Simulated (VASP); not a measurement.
Data:

```yaml
crystal:
  lattice:
    - [3.94439, 0.00000, 0.00000]
    - [0.00000, 3.94439, 0.00000]
    - [0.00000, 0.00000, 4.88783]
  atoms:
    - { symbol: Pb, position: [0.50000, 0.00000, 0.75795] }
    - { symbol: Pb, position: [0.00000, 0.50000, 0.24205] }
    - { symbol: O, position: [0.50000, 0.50000, 0.00000] }
    - { symbol: O, position: [0.00000, 0.00000, 0.00000] }
```

Level of theory: LDA (Ceperley-Alder, Perdew-Zunger), VASP's LDA PAW potentials (set 64) (plane waves; VASP). Run with 520 eV cut-off, Gaussian smearing of 0.050 eV, potentials Pb_d O.

Unless said otherwise, spin-orbit coupling is left out, though it shifts the bands of the heavy elements here.

### Question
Give the energies of bands 14 to 23 at the high-symmetry points, in eV from the valence-band maximum.

### Answer

```csv
band,Γ,X,M,Z,R,A
14,-6.83,-7.37,-8.49,-4.32,-7.51,-8.40
15,-4.52,-3.39,-3.62,-4.32,-3.93,-4.17
16,-4.52,-3.39,-3.62,-4.13,-3.93,-4.17
17,-1.83,-3.19,-1.70,-1.87,-3.15,-2.39
18,-1.79,-3.19,-1.70,-1.82,-3.15,-2.39
19,-1.79,-1.79,-1.15,-1.82,-1.04,-1.15
20,-0.02,-1.79,-1.15,-1.02,-1.04,-1.15
21,2.48,3.43,1.00,1.87,3.11,3.37
22,5.54,3.43,1.00,3.79,3.11,3.37
23,5.54,6.67,5.23,3.79,6.24,4.89
```

The gap is indirect, 1.00 eV, from the valence maximum at Γ-X at 0.22 to the conduction minimum at M.

The compound is PbO in the litharge structure. It was relaxed first.
